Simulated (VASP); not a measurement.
A VASP calculation is set up with these files.

POSCAR:
```
As
1
    3.6803640000    -1.8800000000     0.0000000000
    3.6803640000     1.8800000000     0.0000000000
    2.7200240000     0.0000000000     3.1114220000
As
2
Direct
  0.2270000000   0.2270000000   0.2270000000
  0.7730000000   0.7730000000   0.7730000000
```

### INCAR
```
SYSTEM = As
PREC = Accurate
ENCUT = 400
EDIFF = 1E-6
NELM = 100
ALGO = Normal
LREAL = .FALSE.
LASPH = .TRUE.
ISMEAR = 1
SIGMA = 0.1
GGA = PE
LMAXMIX = 4
LWAVE = .FALSE.
LCHARG = .FALSE.
ISIF = 2
LSORBIT = .TRUE.
MAGMOM = 0 0 0 0 0 0
GGA_COMPAT = .FALSE.
```

**KPOINTS**
```
Automatic mesh
0
Gamma
9 9 9
0 0 0
```

POTCAR, in this order: As (PBE.64 set). Program: vasp_std.

Problem. What happens when VASP runs on this input?

Solution. There is a fault: LSORBIT needs the non-collinear program vasp_ncl. VASP stops with an error: ERROR: Noncollinear calculations require that VASP is compiled without the flag -DNGXhalf and-DNGZhalf. You probably tried to run a noncollinear calculation (LNONCOLLINEAR=T) with the executable vasp_std. Use vasp_ncl instead! ----> I REFUSE TO CONTINUE WITH THIS SICK JOB ... BYE!!! <----

standard output:
```
 POSCAR found type information on POSCAR As
 POSCAR found :  1 types and       2 ions
 Reading from existing POTCAR

 -----------------------------------------------------------------------------
|                                                                             |
|     EEEEEEE  RRRRRR   RRRRRR   OOOOOOO  RRRRRR      ###     ###     ###     |
|     E        R     R  R     R  O     O  R     R     ###     ###     ###     |
|     E        R     R  R     R  O     O  R     R     ###     ###     ###     |
|     EEEEE    RRRRRR   RRRRRR   O     O  RRRRRR       #       #       #      |
|     E        R   R    R   R    O     O  R   R                               |
|     E        R    R   R    R   O     O  R    R      ###     ###     ###     |
|     EEEEEEE  R     R  R     R  OOOOOOO  R     R     ###     ###     ###     |
|                                                                             |
|     ERROR: Noncollinear calculations require that VASP is compiled          |
|     without the flag -DNGXhalf and-DNGZhalf.                                |
|     You probably tried to run a noncollinear calculation                    |
|     (LNONCOLLINEAR=T) with the executable vasp_std. Use vasp_ncl            |
|     instead!                                                                |
|                                                                             |
|       ---->  I REFUSE TO CONTINUE WITH THIS SICK JOB ... BYE!!! <----       |
|                                                                             |
 -----------------------------------------------------------------------------
```

To mend it, run vasp_ncl.

The mended run (PBE GGA with spin-orbit coupling, plane waves, VASP's PBE PAW potentials (set 64)) converges, and its OSZICAR ends with
```
   1 F= -.93551486E+01 E0= -.93550702E+01  d E =-.235287E-03  mag=    -0.0000    -0.0000    -0.0000
```

The compound is As in the a7 structure. The cell was not relaxed at this level.
